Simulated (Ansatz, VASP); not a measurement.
# Mg72H143 (V_H): VASP beside Ansatz, part 2 of 2

Wanted: the spread between two codes on one cell, functional and k mesh. The cell is taken from a series of runs on this material, whose earlier steps may have relaxed, scaled, displaced or heated it; both programs get it as it stands.

VASP 6.6.1 and Ansatz 0.2.0.

So far. Step 2 (VASP: single point, PBEsol): The run ends at a pressure of -0.49 GPa, with forces up to 0.78 eV/Å.

**3. Ansatz: single point, PBEsol**

Level of this step: Ansatz beside VASP: Kohn-Sham DFT, plane waves, PBEsol (Ansatz).

Ansatz runs on its default PAW (the set named soft_2) files.

The same cell, functional, mesh and smearing now go to Ansatz.

File input.yaml:

```yaml
crystal:
  lattice:
    - [0.0, 13.43155546, 9.0232221]
    - [13.43155546, 0.0, 9.0232221]
    - [8.95437031, 8.95437031, 0.0]
  atoms:
    - { symbol: Mg, position: [0.08351870161, 0.08296022839, 0.12490463263] }
    - { symbol: Mg, position: [0.25050465869, 0.24972922714, 0.37456994472] }
    - { symbol: Mg, position: [0.00032800506, -0.0002290547, -0.00028929768] }
    - { symbol: Mg, position: [0.16695341637, 0.1674040564, 0.24877734935] }
    - { symbol: H, position: [0.00015492853, -0.0005504042, 0.34803920324] }
    - { symbol: H, position: [0.16647955384, 0.16719073721, 0.09708539384] }
    - { symbol: H, position: [0.14795625352, 0.01867575569, 0.37442022316] }
    - { symbol: H, position: [0.31566776104, 0.18569112757, 0.12208568256] }
    - { symbol: H, position: [0.00074709767, -0.00069265832, 0.1520751876] }
    - { symbol: H, position: [0.16743901181, 0.16671430838, 0.40102272289] }
    - { symbol: H, position: [0.01858659534, 0.14872580071, 0.3741180719] }
    - { symbol: H, position: [0.18521415835, 0.31582960439, 0.12317992202] }
    - { symbol: Mg, position: [0.08390559951, 0.08315310995, 0.62441092794] }
    - { symbol: Mg, position: [0.24900743501, 0.25178384124, 0.87411054883] }
    - { symbol: Mg, position: [-0.00031303181, 0.00064219841, 0.49948367977] }
    - { symbol: Mg, position: [0.16696099802, 0.16630862227, 0.74993238272] }
    - { symbol: H, position: [0.00087835096, -0.00075739426, 0.84735692517] }
    - { symbol: H, position: [0.16717598025, 0.16625198228, 0.59757808247] }
    - { symbol: H, position: [0.14892509544, 0.0178119179, 0.87508078667] }
    - { symbol: H, position: [0.31559283843, 0.18502317545, 0.62566976069] }
    - { symbol: H, position: [0.00073626302, -1.82639e-05, 0.65117807754] }
    - { symbol: H, position: [0.16679491233, 0.16726498919, 0.90170321395] }
    - { symbol: H, position: [0.01846548236, 0.1482903312, 0.87478494896] }
    - { symbol: H, position: [0.18507184863, 0.31509392482, 0.62536663469] }
    - { symbol: Mg, position: [0.08322524424, 0.41630191018, 0.12533811434] }
    - { symbol: Mg, position: [0.25064491521, 0.58273613008, 0.37465407143] }
    - { symbol: Mg, position: [-0.00180271222, 0.33039467561, 0.0032541346] }
    - { symbol: Mg, position: [0.16701024895, 0.49986407586, 0.24958670808] }
    - { symbol: H, position: [0.00039927609, 0.33296126062, 0.34757807894] }
    - { symbol: H, position: [0.16661338944, 0.49996833502, 0.0969179705] }
    - { symbol: H, position: [0.14917880802, 0.35147507728, 0.37427977451] }
    - { symbol: H, position: [0.31556071978, 0.51802177464, 0.12459128408] }
    - { symbol: H, position: [0.00040180323, 0.3330333975, 0.15173066348] }
    - { symbol: H, position: [0.16670565019, 0.5000607061, 0.40254091715] }
    - { symbol: H, position: [0.01857710103, 0.48183637256, 0.37426672598] }
    - { symbol: H, position: [0.18520072744, 0.64833677744, 0.1245283036] }
    - { symbol: Mg, position: [0.08337325369, 0.41580144828, 0.6251745364] }
    - { symbol: Mg, position: [0.2508450925, 0.58289472858, 0.87449929002] }
    - { symbol: Mg, position: [0.00052856024, 0.33325596822, 0.49944406198] }
    - { symbol: Mg, position: [0.15499457069, 0.5012050115, 0.75754223957] }
    - { symbol: H, position: [-0.00010398929, 0.33262637638, 0.84824613205] }
    - { symbol: H, position: [0.16934816158, 0.49782681338, 0.59947121201] }
    - { symbol: H, position: [0.14635604564, 0.35245929465, 0.87560401385] }
    - { symbol: H, position: [0.00033572589, 0.33315665936, 0.65181296563] }
    - { symbol: H, position: [0.16950123962, 0.49844518066, 0.89863936182] }
    - { symbol: H, position: [0.0115063575, 0.47957916982, 0.88140435689] }
    - { symbol: H, position: [0.18778041201, 0.64577903443, 0.62452500478] }
    - { symbol: Mg, position: [0.08367513592, 0.74989937336, 0.12458161687] }
    - { symbol: Mg, position: [0.24940675835, 0.91951043227, 0.37305901416] }
    - { symbol: Mg, position: [0.00071678477, 0.66625200024, -0.00051879309] }
    - { symbol: Mg, position: [0.16728899958, 0.83285367298, 0.2497114871] }
    - { symbol: H, position: [0.00069023205, 0.66609554951, 0.34764728555] }
    - { symbol: H, position: [0.16717218595, 0.83262641311, 0.09795682248] }
    - { symbol: H, position: [0.14946080051, 0.68389404121, 0.37717656251] }
    - { symbol: H, position: [0.31573138686, 0.85154204188, 0.12542091] }
    - { symbol: H, position: [0.00086168766, 0.66649335609, 0.15119581595] }
    - { symbol: H, position: [0.16931711425, 0.83146859303, 0.40203339312] }
    - { symbol: H, position: [0.01890272827, 0.8144986632, 0.37623527643] }
    - { symbol: H, position: [0.18474815396, 0.98149094592, 0.12588289617] }
    - { symbol: Mg, position: [0.08275998028, 0.75080228868, 0.62460169082] }
    - { symbol: Mg, position: [0.25033828394, 0.9165046776, 0.87466502124] }
    - { symbol: Mg, position: [0.00046278495, 0.66608003956, 0.49990477108] }
    - { symbol: Mg, position: [0.16751004127, 0.83307224131, 0.74925934027] }
[... 39 lines left out ...]
    - { symbol: H, position: [0.48181959223, 0.35141384116, 0.37786235534] }
    - { symbol: H, position: [0.64787000496, 0.51793069867, 0.12696213592] }
    - { symbol: H, position: [0.33402493531, 0.33324415061, 0.15146161909] }
    - { symbol: H, position: [0.49493558773, 0.50166571221, 0.40522593] }
    - { symbol: H, position: [0.35149092951, 0.48170089148, 0.37313994564] }
    - { symbol: H, position: [0.51769623756, 0.648313114, 0.12594797653] }
    - { symbol: Mg, position: [0.42380728903, 0.40976209977, 0.62454516761] }
    - { symbol: Mg, position: [0.58382548457, 0.58306508382, 0.87454277543] }
    - { symbol: Mg, position: [0.33337107996, 0.33336209017, 0.49933467192] }
    - { symbol: Mg, position: [0.50020140784, 0.50016438997, 0.74978048739] }
    - { symbol: H, position: [0.33182944329, 0.33871786979, 0.8438516874] }
    - { symbol: H, position: [0.49490822992, 0.5013581374, 0.59961599046] }
    - { symbol: H, position: [0.48216709144, 0.35172756258, 0.87115463082] }
    - { symbol: H, position: [0.64855291088, 0.5179458096, 0.62343992837] }
    - { symbol: H, position: [0.33222835636, 0.33864707568, 0.64947077733] }
    - { symbol: H, position: [0.50068615889, 0.49983695833, 0.90152668074] }
    - { symbol: H, position: [0.35186728861, 0.48202610044, 0.87599008953] }
    - { symbol: H, position: [0.51845635084, 0.6484448305, 0.62375883921] }
    - { symbol: Mg, position: [0.41725216906, 0.75032424515, 0.12383666258] }
    - { symbol: Mg, position: [0.58403463713, 0.91681117009, 0.37422098103] }
    - { symbol: Mg, position: [0.33369961073, 0.66654680138, -0.00045139122] }
    - { symbol: Mg, position: [0.50319741285, 0.83533928714, 0.245879728] }
    - { symbol: H, position: [0.33517676657, 0.66403029284, 0.35048448987] }
    - { symbol: H, position: [0.50060536776, 0.83309183391, 0.09740665929] }
    - { symbol: H, position: [0.48112498158, 0.68717874054, 0.37354215468] }
    - { symbol: H, position: [0.65052003256, 0.8524564056, 0.12245060709] }
    - { symbol: H, position: [0.33351422354, 0.6669673637, 0.15226597028] }
    - { symbol: H, position: [0.50097097136, 0.83366886172, 0.40087425571] }
    - { symbol: H, position: [0.35400497398, 0.8220334103, 0.36769465573] }
    - { symbol: H, position: [0.51932026853, 0.98314188923, 0.12291234593] }
    - { symbol: Mg, position: [0.4177912556, 0.75016468779, 0.62396812684] }
    - { symbol: Mg, position: [0.58382645174, 0.91629873952, 0.87453146385] }
    - { symbol: Mg, position: [0.33237761239, 0.6785257471, 0.49161025944] }
    - { symbol: Mg, position: [0.50029732728, 0.8330362207, 0.74969781487] }
    - { symbol: H, position: [0.33355684875, 0.66675584769, 0.84661699576] }
    - { symbol: H, position: [0.50040801903, 0.83319559463, 0.59735154933] }
    - { symbol: H, position: [0.48210790931, 0.68440565367, 0.87481762724] }
    - { symbol: H, position: [0.64882533833, 0.85095760511, 0.62498623874] }
    - { symbol: H, position: [0.33573354218, 0.66425071088, 0.6496439839] }
    - { symbol: H, position: [0.5006212835, 0.83309065189, 0.90161563434] }
    - { symbol: H, position: [0.35170576893, 0.81494681645, 0.87485235245] }
    - { symbol: H, position: [0.51813267014, 0.98154329057, 0.62505958262] }
    - { symbol: Mg, position: [0.7503728848, 0.08318113241, 0.12459612598] }
    - { symbol: Mg, position: [0.91725416453, 0.24973205062, 0.37461033222] }
    - { symbol: Mg, position: [0.6680234649, 0.00101587276, -0.00198935457] }
    - { symbol: Mg, position: [0.83254755843, 0.16555386495, 0.25114371985] }
    - { symbol: H, position: [0.66697648026, -0.00026005798, 0.34758997606] }
    - { symbol: H, position: [0.83342004925, 0.16617367663, 0.09790497748] }
    - { symbol: H, position: [0.8152224165, 0.01728813583, 0.37563457766] }
    - { symbol: H, position: [0.981097776, 0.18307499147, 0.12676738827] }
    - { symbol: H, position: [0.667444475, 0.00012700017, 0.15123187256] }
    - { symbol: H, position: [0.83364471117, 0.16678397091, 0.40171498606] }
    - { symbol: H, position: [0.68451874404, 0.14790317838, 0.37542025304] }
    - { symbol: H, position: [0.85039951176, 0.31426951569, 0.12627447497] }
    - { symbol: Mg, position: [0.75077191155, 0.08279071067, 0.624577814] }
    - { symbol: Mg, position: [0.91672763711, 0.24954920993, 0.87490959705] }
    - { symbol: Mg, position: [0.66665313292, -0.00062539759, 0.5002066776] }
    - { symbol: Mg, position: [0.83422067164, 0.1668790325, 0.7489660522] }
    - { symbol: H, position: [0.6667681256, -8.514849e-05, 0.84746193548] }
    - { symbol: H, position: [0.83360290648, 0.16668788793, 0.5972672733] }
    - { symbol: H, position: [0.81629538554, 0.018317431, 0.8735082169] }
    - { symbol: H, position: [0.98264082458, 0.18473864678, 0.6241281281] }
    - { symbol: H, position: [0.66691844485, -7.685585e-05, 0.65189756109] }
    - { symbol: H, position: [0.83385837776, 0.16649921446, 0.90162215967] }
    - { symbol: H, position: [0.68569586782, 0.14903682748, 0.87381332379] }
    - { symbol: H, position: [0.85201224566, 0.31538796442, 0.62422766612] }
    - { symbol: Mg, position: [0.749416702, 0.41631123922, 0.12547832724] }
    - { symbol: Mg, position: [0.91706507113, 0.58322623056, 0.37447741795] }
    - { symbol: Mg, position: [0.66684047245, 0.33319492602, -0.00029356641] }
    - { symbol: Mg, position: [0.83271261525, 0.50068485951, 0.24965423105] }
    - { symbol: H, position: [0.66677592083, 0.33250394046, 0.34843617107] }
    - { symbol: H, position: [0.83178599405, 0.50022344067, 0.09872194407] }
    - { symbol: H, position: [0.81677445912, 0.35211889939, 0.37289719738] }
    - { symbol: H, position: [0.98200677506, 0.51781491466, 0.12381020927] }
    - { symbol: H, position: [0.6660686661, 0.33357782212, 0.15238274787] }
    - { symbol: H, position: [0.83356016833, 0.50036608121, 0.40124374723] }
    - { symbol: H, position: [0.68275215205, 0.48132145682, 0.37669855865] }
    - { symbol: H, position: [0.85206578206, 0.64879506776, 0.12322971365] }
    - { symbol: Mg, position: [0.75040943392, 0.416674959, 0.62441600042] }
    - { symbol: Mg, position: [0.91402408824, 0.58418108063, 0.87610285689] }
    - { symbol: Mg, position: [0.66992078555, 0.3314860666, 0.49869354662] }
    - { symbol: Mg, position: [0.83349615974, 0.4996458914, 0.74993078774] }
    - { symbol: H, position: [0.66644617418, 0.33370882524, 0.8472500187] }
    - { symbol: H, position: [0.83357424213, 0.49995275009, 0.5973987532] }
    - { symbol: H, position: [0.81541442518, 0.35119706304, 0.87495490347] }
    - { symbol: H, position: [0.98241850964, 0.51755812874, 0.62595365504] }
    - { symbol: H, position: [0.66777124973, 0.33306321956, 0.65097697095] }
    - { symbol: H, position: [0.83213202138, 0.50037661816, 0.90263343432] }
    - { symbol: H, position: [0.68505150568, 0.48165581858, 0.87461611475] }
    - { symbol: H, position: [0.85210758011, 0.64827264991, 0.62533370079] }
    - { symbol: Mg, position: [0.75060378088, 0.75002832573, 0.12426380393] }
    - { symbol: Mg, position: [0.91704718428, 0.91621032305, 0.37489250843] }
    - { symbol: Mg, position: [0.66611392924, 0.66662983224, 0.0003447412] }
    - { symbol: Mg, position: [0.83381432416, 0.83320683235, 0.24947584344] }
    - { symbol: H, position: [0.66629420215, 0.66673714715, 0.34745450664] }
    - { symbol: H, position: [0.83431277183, 0.83272218794, 0.09713039879] }
    - { symbol: H, position: [0.81574387834, 0.68461197926, 0.37414660545] }
    - { symbol: H, position: [0.98240484606, 0.85115009208, 0.12463054898] }
    - { symbol: H, position: [0.66633856147, 0.6671197343, 0.15203246353] }
    - { symbol: H, position: [0.8342934327, 0.83269647192, 0.4018365394] }
    - { symbol: H, position: [0.68528869917, 0.81506751997, 0.3744082735] }
    - { symbol: H, position: [0.85190823187, 0.98165083394, 0.12462280731] }
    - { symbol: Mg, position: [0.7503894351, 0.74968573986, 0.6247187528] }
    - { symbol: Mg, position: [0.91737345906, 0.91648727526, 0.87429183499] }
    - { symbol: Mg, position: [0.66725757571, 0.66656921943, 0.49920713319] }
    - { symbol: Mg, position: [0.83291484016, 0.83387117448, 0.74972498047] }
    - { symbol: H, position: [0.66684553558, 0.66617071005, 0.84805260974] }
    - { symbol: H, position: [0.83360087253, 0.83282600352, 0.59799928231] }
    - { symbol: H, position: [0.81485960282, 0.68560717903, 0.87486885248] }
    - { symbol: H, position: [0.98205428789, 0.85150278973, 0.62468211252] }
    - { symbol: H, position: [0.66728364892, 0.66638941768, 0.65156951285] }
    - { symbol: H, position: [0.83408482699, 0.83343542169, 0.90115348369] }
    - { symbol: H, position: [0.68483110312, 0.81496947201, 0.87505382646] }
    - { symbol: H, position: [0.85177999575, 0.98177809159, 0.62459885631] }
  host:
    repeats: [3, 3, 2]
    atoms:
      - { symbol: Mg, position: [0.25, 0.25, 0.25] }
      - { symbol: Mg, position: [0.75, 0.75, 0.75] }
      # ... 10 more atoms of the perfect host
total_charge: 1
basis:
  ecutwfc: 420
  xc_grid: 2
hamiltonian:
  xc: pbesol
kpoints:
  mp_grid: { grid: [1, 1, 1] }
scf:
  occupations: { method: fermi_dirac, width: 0.01 }
  max_iter: 100
output:
  forces: true
  charged_corrections:
    epsilon: [4.16, 4.16, 4.21]
    static_epsilon: [11.89, 11.89, 8.5]
    defect_position: [0.315181, 0.518152, 0.625]
checkpoint:
  read: "../qp1.relax_smeared.run"
  write: "../cc1.qp1.l0.5.run"
  compress: false
  write_wavefunctions: false
  write_every: 100000
```

Command:

```sh
> ansatz run input.yaml --threads 4 --pin off --max-ram 15073MiB --backend cpu --events-out ev --progress --plain --runs-dir out
```

Numbers of over 12 decimals in the logs are rounded to 6 here.

The program printed:

```text
Warning: checkpoint.read: the run can stay near the saved state's solution: 215 site(s) moved relative to the saved geometry (max |Δs| = 1.123e-2 fractional); the SCF starts from the saved state under `checkpoint.density_extrapolation: transplant`, in force with no word given; its orbitals are not used off its sites. A run without `checkpoint.read` takes nothing of the state. A lower free energy from it at the same positions (and U, V and field ramp, if any) shows a solution that this start missed, and an equal or higher one rules none out (checkpoint.read, Limitations, in the input reference)
Engine: ansatz 0.2.0, aarch64-unknown-linux-gnu
Pseudopotentials: kind: paw
Pseudopotential: Mg, paw, valence charge 10, recommended cutoff 420 eV (normal), Mg.paw.azcp
Pseudopotential: H, paw, valence charge 1, recommended cutoff 420 eV (normal), H.paw.azcp
Functional definition: PBEsol
  exchange = pbesol_x
  correlation = pbesol_c
Crystal: 215 atoms, lattice volume = 2170.466 Å³
Basis set: ecut = 420 eV, 42383 PW (Γ), exchange–correlation on 240×240×180 points (8 copies of the dense FFT grid, shifted against one another)
Bands: 646, of which v1, the nominal top of the filled ones, is band 431 counted from 1 (430 counted from 0)
Symmetry: 1 space group operations
Space group: P1 (ITA 1), of the structure as read, at distance tolerance 1.3e-4 Å
k-points: 1
Non-local potential: Mg, projectors of the file, l = 0: 3, l = 1: 2, l = 2: 1
Non-local potential: H, projectors of the file, l = 0: 2, l = 1: 1
PAW form: soft (Blöchl's): semilocal exchange-correlation on the pseudo side does not see the compensation charge
[...]
E_local      = -123736.137436  (includes V_loc(G=0)·N_el)
  E_nonlocal   = 7095.297227
  E_hartree    = 44346.817947
  E_xc         = -3347.171926
  E_vxc        = -4350.233141  (∫ρ·V_xc dr)
  E_paw        = -20300.206117  (= ΣΔE_a)
  E_vpaw       = -1983.769788  (= ΣTr[D̂ρ^β])
  E_aug_tail   = -0.183581  (compensation charges beyond the density's cutoff)
[...]
atom 157  Mg    -0.01048100    -0.01196199    -0.04179768
  atom 158  Mg    -0.00865786     0.00037519     0.00653800
  atom 159  Mg    -0.00037160     0.00834327    -0.00673878
  atom 160  H      0.00240167    -0.00307481    -0.00882864
  atom 161  H     -0.00112106    -0.00624745     0.00572033
  atom 162  H     -0.00260579    -0.00093117    -0.00232086
  atom 163  H     -0.00164429    -0.00047253     0.01180294
  atom 164  H      0.00636542     0.00024674    -0.00587054
[...]
atom 212  H     -0.00430291    -0.00685813    -0.01651846
  atom 213  H     -0.00625246     0.00436512    -0.00965734
  atom 214  H      0.00397354     0.00573090    -0.01896699
  atom 215  H     -0.00521701     0.00510876     0.00024576
  max |Σ_I F_I| component: 4.00e-5 eV/Å
--- Charged-cell corrections in eV (Makov–Payne, q = +1.000 e, ε = [4.160, 4.160, 4.210] of the electrons, [11.890, 11.890, 8.500] with the ions) ---
  F (periodic)     = -139947.225672  (uncorrected; the corrections below are reported, never added to it)
  E_corr1          = +0.379458  (monopole, q²α_M/2ε̄L, of the cell on which ε is isotropic)
  F Makov-Payne    = n/a  (the rows are of the electrons' constant alone; ansatz place-levels tells what screens the charge)
  no potential alignment in this run, which stands beside a crystal: run the host's input off ansatz write-host-input, and read the two finished runs by ansatz place-levels (neither reads a slab, a wire or a sheet, whose cell leaves a vacuum)
--- Band table (eV) ---
  k-point 0: bands = [... 427 lower, 1.9424, 1.9851, 2.0015, 2.0040, 4.4330, 5.6611, 5.6629, 5.8666, ... 65 higher]
[key lines of the parts left out:]
SCF converged after 7 iterations
Free energy (F): -139947.225672 eV
Fermi energy:    3.221805 eV
```

**4. Comparison**

Known differences besides the potentials themselves: the cutoff is 420 eV in Ansatz and 520 eV in VASP (PREC = Accurate, projectors in real space); Ansatz makes its cores anew for this functional, VASP keeps those of its PBE data sets. Total energies have different zeros and are not compared.

Compared:

```tsv
quantity	Ansatz	VASP	difference
gap on the k mesh (eV)	2.429	2.411	+0.018
```

Forces on 7 of the 215 atoms, those with the largest forces and the largest differences (eV/Å; atoms numbered as in POSCAR):

```tsv
atom	Ansatz x, y, z	VASP x, y, z
Mg10	-0.110, -0.186, -0.001	-0.111, -0.187, -0.001
Mg14	0.186, 0.109, 0.000	0.187, 0.112, 0.000
Mg16	0.284, -0.282, -0.575	0.287, -0.286, -0.583
Mg21	0.159, -0.160, -0.001	0.162, -0.162, -0.001
Mg37	-0.542, 0.543, 0.000	-0.549, 0.550, 0.000
Mg47	0.283, -0.284, 0.575	0.286, -0.287, 0.584
H103	-0.221, 0.222, 0.001	-0.224, 0.225, 0.001
```

The forces differ by 0.9 meV/Å r.m.s., which is 1.4 % of the r.m.s. force of 0.066 eV/Å (both taken over all components). A gap on the mesh is an upper bound, since the band edges may lie between its points. The cell carries a charge of +1 e against a uniform background, so its pressure also hangs on how the neutralising background is counted, and in a defect's cell a gap may be the spacing between its levels.

**5. Results**

| Item | Value |
| --- | --- |
| r.m.s. force difference (single point, PBEsol) | 0.95 meV/Å |

What this shows: The r.m.s. force difference is 0.95 meV/Å (single point, PBEsol), within the 12 meV/Å picked in this series as the mark of a large difference. The data sets hold unlike numbers of valence electrons (862 in Ansatz and 286 in VASP), so part of the differences comes from the potentials. How closely two codes agree says nothing of how well the functional describes the real material.

[Lines on the potential files, build, host, timing and source positions are cut from VASP's logs without a mark.]

[Logs are printed without paths, hosts, clocks, repeated set-up lines and the standing remarks that a program may print on its own settings, such as how far it seeks lower states.]

[Hosts, paths, dates, database ids (printed as entryN), source tags and the programs' standing remarks are cut or masked in the printed files.]
